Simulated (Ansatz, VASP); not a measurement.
**Cross-check of Mn2Ga2S5 between VASP and Ansatz**

Wanted: the spread between two codes on one cell, functional and k mesh. The cell is taken from a series of VASP runs on this material, whose earlier steps may have relaxed, scaled or displaced it; both programs get it as it stands.

Method: plane waves, with VASP 6.6.1 beside it; single point at PBEsol, DFT+U, in Ansatz 0.2.0.

## Step 1: Starting point

Symmetry: P-3m1, No. 164, trigonal system. The conventional cell has a = 3.728 Å, b = 3.728 Å, c = 15.333 Å, α = 90.00°, β = 90.00°, γ = 120.00°. Nearest to Mn lie 6 S at 2.52 to 2.63 Å. Ga has 4 S at 2.23 to 2.38 Å nearest. Nearest to S lie 6 Mn at 2.63 Å. Nearest to S lie 1 Ga at 2.23 Å and 3 Mn at 2.52 Å. Nearest to S lie 3 Ga at 2.38 Å. Farther neighbours and most contacts between anions are not listed.

## Step 2: VASP: single point, PBEsol, DFT+U

A single point gives forces, pressure and levels at one fixed geometry, so differences don't come from the geometry; what else differs is listed under the comparison.

Lines of VASP's logs that name or quote its potential files are left out, and so is its time.

The input, INCAR:

```
SYSTEM = Mn2Ga2S5
PREC = Normal
ENCUT = 350
EDIFF = 1E-06
NELM = 150
ISMEAR = -1
SIGMA = 0.02
LREAL = .FALSE.
ALGO = Normal
GGA = PS
NBANDS = 55
ISPIN = 2
MAGMOM = 4.5 -4.5 0 0 0 0 0 0 0
LDAU = .TRUE.
LDAUTYPE = 2
LDAUL = 2 -1 -1
LDAUU = 4 0 0
LDAUJ = 0 0 0
LDAUPRINT = 1
LASPH = .TRUE.
LMAXMIX = 4
LORBIT = 11
LWAVE = .FALSE.
LCHARG = .TRUE.
KPAR = 4
AMIX = 0.2
BMIX = 1E-04
AMIX_MAG = 0.8
BMIX_MAG = 1E-04
```

The input, POSCAR:

```
Mn2Ga2S5
1.0
    3.7279544901      0.0000000000      0.0000000000
   -1.8639772451      3.2285032926      0.0000000000
    0.0000000000      0.0000000000     15.3334560000
Mn Ga S
2 2 5
Direct
    0.3333333300      0.6666666700      0.4018990000
    0.6666666700      0.3333333300      0.5981010000
    0.3333333300      0.6666666700      0.8286040000
    0.6666666700      0.3333333300      0.1713960000
    0.0000000000      0.0000000000      0.5000000000
    0.3333333300      0.6666666700      0.6831100000
    0.6666666700      0.3333333300      0.3168900000
    0.3333333300      0.6666666700      0.1058920000
    0.6666666700      0.3333333300      0.8941080000
```

The input, KPOINTS:

```
Automatic mesh
0
Gamma
8 8 2
0 0 0
```

Potentials, in the order of the species: Mn_pv, Ga_d and S (PBE family, release 64).

Command:

```
mpirun -np 4 vasp_std
```

Numbers of over 12 decimals in the logs are rounded to 6 here.

Log:

```text
[banner, memory and clock lines left out]
running    4 mpi-ranks, on    1 nodes
 distrk:  each k-point on    1 cores,    4 groups
 distr:  one band on    1 cores,    1 groups

 POSCAR found type information on POSCAR MnGaS
 POSCAR found :  3 types and       9 ions
|                                                                             |
|               ----> ADVICE to this user running VASP <----                  |
|                                                                             |
|     You enforced a specific xc type in the INCAR file but a different       |
|     [... a line on the potential file left out ...]
|     I HOPE YOU KNOW WHAT YOU ARE DOING!                                     |
|                                                                             |

 LDA part: xc-table for (Slater+PW92), standard interpolation
 POSCAR, INCAR and KPOINTS ok, starting setup
 FFT: planning ... GRIDC
 FFT: planning ... GRID_SOFT
 FFT: planning ... GRID
 WAVECAR not read
 entering main loop
       N       E                     dE             d eps       ncg     rms          rms(c)
DAV:   1     0.769899624063E+03    0.76990E+03   -0.32130E+04  5330   0.149E+03
DAV:   2     0.717626600760E+02   -0.69814E+03   -0.65202E+03  4606   0.491E+02
DAV:   3    -0.435582373335E+02   -0.11532E+03   -0.11234E+03  5240   0.157E+02
DAV:   4    -0.508262340520E+02   -0.72680E+01   -0.72049E+01  5457   0.430E+01
DAV:   5    -0.510821318209E+02   -0.25590E+00   -0.25541E+00  5756   0.794E+00    0.193E+01
DAV:   6    -0.509992561592E+02    0.82876E-01   -0.70473E+00  5538   0.243E+01    0.171E+01
DAV:   7    -0.508118795687E+02    0.18738E+00   -0.25441E+00  5401   0.130E+01    0.139E+01
DAV:   8    -0.507961417044E+02    0.15738E-01   -0.12796E+00  5450   0.852E+00    0.921E+00
DAV:   9    -0.507848485821E+02    0.11293E-01   -0.67616E-01  5701   0.837E+00    0.503E+00
DAV:  10    -0.507664289816E+02    0.18420E-01   -0.18772E-01  5476   0.467E+00    0.237E+00
DAV:  11    -0.507612371355E+02    0.51918E-02   -0.69316E-02  4984   0.249E+00    0.723E-01
DAV:  12    -0.507527660293E+02    0.84711E-02   -0.24890E-02  6240   0.120E+00    0.472E-01
DAV:  13    -0.507526168792E+02    0.14915E-03   -0.19838E-02  4961   0.816E-01    0.309E-01
DAV:  14    -0.507528031223E+02   -0.18624E-03   -0.13904E-03  6072   0.230E-01    0.241E-01
DAV:  15    -0.507528270633E+02   -0.23941E-04   -0.19966E-04  5370   0.924E-02    0.172E-01
DAV:  16    -0.507528210577E+02    0.60055E-05   -0.27804E-04  5644   0.136E-01    0.309E-02
DAV:  17    -0.507528132357E+02    0.78220E-05   -0.56847E-05  5201   0.490E-02    0.360E-02
DAV:  18    -0.507528139914E+02   -0.75567E-06   -0.12459E-05  4947   0.147E-02    0.204E-02
DAV:  19    -0.507528140701E+02   -0.78713E-07   -0.86301E-07  3665   0.813E-03
   1 F= -.50752814E+02 E0= -.50752814E+02  d E =-.966698E-06  mag=    -0.0000
```

From OUTCAR (step 2):

```text
ion  position               nearest neighbor table
   1  0.333  0.667  0.402-   7 2.52   7 2.52   7 2.52   5 2.63   5 2.63   5 2.63
   2  0.667  0.333  0.598-   6 2.52   6 2.52   6 2.52   5 2.63   5 2.63   5 2.63
   3  0.333  0.667  0.829-   6 2.23   9 2.38   9 2.38   9 2.38
   4  0.667  0.333  0.171-   7 2.23   8 2.38   8 2.38   8 2.38
   5  0.000  0.000  0.500-   1 2.63   2 2.63   2 2.63   1 2.63   2 2.63   1 2.63
   6  0.333  0.667  0.683-   3 2.23   2 2.52   2 2.52   2 2.52
   7  0.667  0.333  0.317-   4 2.23   1 2.52   1 2.52   1 2.52
   8  0.333  0.667  0.106-   4 2.38   4 2.38   4 2.38
   9  0.667  0.333  0.894-   3 2.38   3 2.38   3 2.38

  LATTYP: Found a hexagonal cell.
 ALAT       =     3.7279544901
 C/A-ratio  =     4.1131017132

 Subroutine GETGRP returns: Found 12 space group operations
 (whereof 12 operations were pure point group operations)

The static configuration has the point symmetry D_3d.

 Found     20 irreducible k-points:

   k-points           NKPTS =     20   k-points in BZ     NKDIM =     20   number of bands    NBANDS=     55

   dimension x,y,z NGX =    18 NGY =   18 NGZ =   70
   dimension x,y,z NGXF=    36 NGYF=   36 NGZF=  140

   ENCUT  =  350.0 eV  25.72 Ry    5.07 a.u.   5.69  5.69 23.39*2*pi/ulx,y,z

   NELECT =      82.0000    total number of electrons

 k-points in reciprocal lattice and weights: Automatic mesh
   0.00000000  0.00000000  0.00000000       0.008
   0.12500000  0.00000000  0.00000000       0.047
   0.25000000  0.00000000  0.00000000       0.047
   0.37500000 -0.00000000  0.00000000       0.047
   0.50000000  0.00000000  0.00000000       0.023
   0.12500000  0.12500000  0.00000000       0.047
   0.25000000  0.12500000  0.00000000       0.094
   0.37500000  0.12500000  0.00000000       0.094
   0.25000000  0.25000000  0.00000000       0.047
[...]
0.25000000  0.25000000  0.50000000       0.047
   0.37500000  0.25000000  0.50000000       0.047

atom =   1  type =  1  l = 2

 onsite density matrix

spin component  1

  0.9341  0.0000  0.0000  0.0102 -0.0000
  0.0000  0.9458  0.0000 -0.0000  0.0102
  0.0000  0.0000  0.9262  0.0000  0.0000
  0.0102 -0.0000  0.0000  0.9458 -0.0000
 -0.0000  0.0102  0.0000 -0.0000  0.9341

spin component  2

  0.0437  0.0000  0.0000  0.0370 -0.0000
  0.0000  0.0680  0.0000 -0.0000  0.0370
  0.0000  0.0000  0.0133  0.0000  0.0000
  0.0370 -0.0000  0.0000  0.0680 -0.0000
 -0.0000  0.0370  0.0000 -0.0000  0.0437

 occupancies and eigenvectors

  o =  0.0133  v =  0.0000  0.0000  0.0000  0.0000  0.0000 -0.0000  0.0000  1.0000  0.0000 -0.0000      0.0000  0.0000  0.0000  0.0000  0.0000  0.0000  0.0000  0.0000  0.0000  0.0000
  o =  0.0168  v =  0.0000  0.0000  0.0000  0.0000  0.0000 -0.6743  0.3249 -0.0000  0.4885 -0.4485      0.0000  0.0000  0.0000  0.0000  0.0000  0.0000  0.0000  0.0000  0.0000  0.0000
  o =  0.0168  v =  0.0000  0.0000  0.0000  0.0000  0.0000  0.4485  0.4885  0.0000 -0.3249 -0.6743      0.0000  0.0000  0.0000  0.0000  0.0000  0.0000  0.0000  0.0000  0.0000  0.0000
  o =  0.0948  v =  0.0000  0.0000  0.0000  0.0000  0.0000 -0.4890 -0.4474 -0.0000 -0.6750 -0.3241      0.0000  0.0000  0.0000  0.0000  0.0000  0.0000  0.0000  0.0000  0.0000  0.0000
  o =  0.0948  v =  0.0000  0.0000  0.0000  0.0000  0.0000  0.3241 -0.6750  0.0000  0.4474 -0.4890      0.0000  0.0000  0.0000  0.0000  0.0000  0.0000  0.0000  0.0000  0.0000  0.0000
  o =  0.9262  v = -0.0000  0.0000  1.0000  0.0000 -0.0000  0.0000  0.0000  0.0000  0.0000  0.0000      0.0000  0.0000  0.0000  0.0000  0.0000  0.0000  0.0000  0.0000  0.0000  0.0000
  o =  0.9281  v = -0.7211  0.2771 -0.0000  0.4179 -0.4781  0.0000  0.0000  0.0000  0.0000  0.0000      0.0000  0.0000  0.0000  0.0000  0.0000  0.0000  0.0000  0.0000  0.0000  0.0000
  o =  0.9281  v =  0.4781  0.4179  0.0000 -0.2771 -0.7211  0.0000  0.0000  0.0000  0.0000  0.0000      0.0000  0.0000  0.0000  0.0000  0.0000  0.0000  0.0000  0.0000  0.0000  0.0000
  o =  0.9517  v = -0.4179 -0.4781 -0.0000 -0.7211 -0.2771  0.0000  0.0000  0.0000  0.0000  0.0000      0.0000  0.0000  0.0000  0.0000  0.0000  0.0000  0.0000  0.0000  0.0000  0.0000
  o =  0.9517  v =  0.2771 -0.7211  0.0000  0.4781 -0.4179  0.0000  0.0000  0.0000  0.0000  0.0000      0.0000  0.0000  0.0000  0.0000  0.0000  0.0000  0.0000  0.0000  0.0000  0.0000

atom =   2  type =  1  l = 2

 onsite density matrix

spin component  1

  0.0437  0.0000  0.0000  0.0370 -0.0000
  0.0000  0.0680  0.0000 -0.0000  0.0370
  0.0000  0.0000  0.0133  0.0000  0.0000
  0.0370 -0.0000  0.0000  0.0680 -0.0000
[...]
o =  0.0948  v =  0.3241 -0.6750  0.0000  0.4474 -0.4890  0.0000  0.0000  0.0000  0.0000  0.0000      0.0000  0.0000  0.0000  0.0000  0.0000  0.0000  0.0000  0.0000  0.0000  0.0000
  o =  0.9262  v =  0.0000  0.0000  0.0000  0.0000  0.0000 -0.0000  0.0000  1.0000  0.0000 -0.0000      0.0000  0.0000  0.0000  0.0000  0.0000  0.0000  0.0000  0.0000  0.0000  0.0000
  o =  0.9281  v =  0.0000  0.0000  0.0000  0.0000  0.0000 -0.7211  0.2771 -0.0000  0.4179 -0.4781      0.0000  0.0000  0.0000  0.0000  0.0000  0.0000  0.0000  0.0000  0.0000  0.0000
  o =  0.9281  v =  0.0000  0.0000  0.0000  0.0000  0.0000  0.4781  0.4179  0.0000 -0.2771 -0.7211      0.0000  0.0000  0.0000  0.0000  0.0000  0.0000  0.0000  0.0000  0.0000  0.0000
  o =  0.9517  v =  0.0000  0.0000  0.0000  0.0000  0.0000 -0.4179 -0.4781 -0.0000 -0.7211 -0.2770      0.0000  0.0000  0.0000  0.0000  0.0000  0.0000  0.0000  0.0000  0.0000  0.0000
  o =  0.9517  v =  0.0000  0.0000  0.0000  0.0000  0.0000  0.2770 -0.7211  0.0000  0.4781 -0.4179      0.0000  0.0000  0.0000  0.0000  0.0000  0.0000  0.0000  0.0000  0.0000  0.0000

 average (electrostatic) potential at core
       1 -69.5023       2 -69.5023       3 -66.2818       4 -66.2818       5 -86.1545
       6 -86.4586       7 -86.4586       8 -87.7471       9 -87.7471

 E-fermi :   4.7485

 spin component 1
 k-point     1 :       0.0000    0.0000    0.0000
  band No.  band energies     occupation
    ...
     37       3.1885      1.00000
     38       3.7697      1.00000
     39       3.7697      1.00000
     40       4.5434      0.99996
     41       4.5434      0.99996
     42       4.9252      0.00015
     43       5.4495      0.00000
     44       7.6251      0.00000
     45       7.7251      0.00000
     46       7.7251      0.00000
    ...

 k-point     2 :       0.1250    0.0000    0.0000
  band No.  band energies     occupation
    ...
     37       3.0970      1.00000
     38       3.2230      1.00000
     39       3.5925      1.00000
     40       4.0047      1.00000
     41       4.4512      1.00000
     42       5.7395      0.00000
     43       6.0947      0.00000
     44       7.5467      0.00000
     45       7.7957      0.00000
     46       7.9154      0.00000
    ...

 k-point     3 :       0.2500    0.0000    0.0000
  band No.  band energies     occupation
    ...
     37       2.7035      1.00000
     38       2.7599      1.00000
     39       3.1632      1.00000
     40       3.5449      1.00000
     41       4.3062      1.00000
     42       6.1877      0.00000
     43       6.2774      0.00000
     44       7.1303      0.00000
     45       7.6543      0.00000
     46       7.9075      0.00000
    ...

 k-point     4 :       0.3750   -0.0000    0.0000
  band No.  band energies     occupation
    ...
     37       2.2385      1.00000
     38       2.4434      1.00000
     39       2.8128      1.00000
     40       3.5040      1.00000
     41       4.2171      1.00000
     42       5.7624      0.00000
     43       6.0412      0.00000
     44       6.7671      0.00000
     45       7.2311      0.00000
     46       7.7051      0.00000
    ...

 k-point     5 :       0.5000    0.0000    0.0000
  band No.  band energies     occupation
    ...
     37       1.8925      1.00000
     38       2.2514      1.00000
     39       2.7184      1.00000
     40       3.5622      1.00000
     41       4.1896      1.00000
     42       5.5599      0.00000
     43       5.9282      0.00000
     44       6.6930      0.00000
     45       6.9351      0.00000
     46       7.4726      0.00000
    ...

 k-point     6 :       0.1250    0.1250    0.0000
  band No.  band energies     occupation
    ...
     37       2.6332      1.00000
     38       2.9892      1.00000
     39       3.1048      1.00000
     40       3.8282      1.00000
     41       4.1425      1.00000
     42       6.4567      0.00000
     43       6.6352      0.00000
     44       7.5719      0.00000
     45       7.7200      0.00000
     46       7.8762      0.00000
    ...

  Total       -1.9434822     -1.9434822     -2.6457974      0.0000000      0.0000000      0.0000000
  in kB      -16.8724928    -16.8724928    -22.9696978      0.0000000      0.0000000      0.0000000
  external PRESSURE =     -18.9048945 kB  Pullay stress =       0.0000000 kB

  energy-cutoff  :      350.00
  volume of cell :      184.55
      direct lattice vectors                 reciprocal lattice vectors
     3.727954490  0.000000000  0.000000000     0.268243618  0.154870525  0.000000000
    -1.863977245  3.228503293  0.000000000     0.000000000  0.309741050  0.000000000
     0.000000000  0.000000000 15.333456000     0.000000000  0.000000000  0.065216870

 POSITION                                       TOTAL-FORCE (eV/Angst)
 -----------------------------------------------------------------------------------
     -0.00000      2.15234      6.16250         0.000000     -0.000000      0.173153
      1.86398      1.07617      9.17096        -0.000000     -0.000000     -0.173153
     -0.00000      2.15234     12.70536        -0.000000     -0.000000     -0.307575
      1.86398      1.07617      2.62809        -0.000000      0.000000      0.307575
      0.00000      0.00000      7.66673        -0.000000     -0.000000      0.000000
     -0.00000      2.15234     10.47444         0.000000      0.000000      0.560945
      1.86398      1.07617      4.85902         0.000000     -0.000000     -0.560945
     -0.00000      2.15234      1.62369        -0.000000     -0.000000      0.169415
      1.86398      1.07617     13.70977        -0.000000     -0.000000     -0.169415
 -----------------------------------------------------------------------------------
    total drift:                                0.000000      0.000000      0.000000

  FREE ENERGIE OF THE ION-ELECTRON SYSTEM (eV)
  ---------------------------------------------------
  free  energy   TOTEN  =       -50.7528140701 eV

  energy  without entropy=      -50.7528131034  energy(sigma->0) =      -50.75281359

 total charge
# of ion       s       p       d       tot
------------------------------------------
    1        0.229   6.188   4.904  11.321
    2        0.229   6.188   4.904  11.321
    3        0.830   0.729  10.043  11.602
    4        0.830   0.729  10.043  11.602
    5        1.318   2.414   0.000   3.732
    6        1.321   2.422   0.000   3.743
    7        1.321   2.422   0.000   3.743
    8        1.338   2.338   0.000   3.677
    9        1.338   2.338   0.000   3.677
--------------------------------------------------
tot          8.756  25.769  29.893  64.419

 magnetization (x)
# of ion       s       p       d       tot
------------------------------------------
    1        0.030   0.028   4.439   4.497
    2       -0.030  -0.028  -4.439  -4.497
    3       -0.007  -0.008  -0.002  -0.018
    4        0.007   0.008   0.002   0.018
    5        0.000   0.000   0.000   0.000
    6       -0.012  -0.016   0.000  -0.028
    7        0.012   0.016   0.000   0.028
    8        0.001   0.012   0.000   0.013
    9       -0.001  -0.012   0.000  -0.013
--------------------------------------------------
tot          0.000   0.000   0.000   0.000

[... 1 further part left out ...]
```

The magnetic state follows from one typed start and may not be the lowest.

(Continued in part 2 of 2.)

[Lines on the potential files, build, host, timing and source positions are cut from VASP's logs without a mark.]

[Logs are printed without paths, hosts, clocks, repeated set-up lines and the standing remarks that a program may print on its own settings, such as how far it seeks lower states.]

[Hosts, paths, dates, database ids (printed as entryN), source tags and the programs' standing remarks are cut or masked in the printed files.]
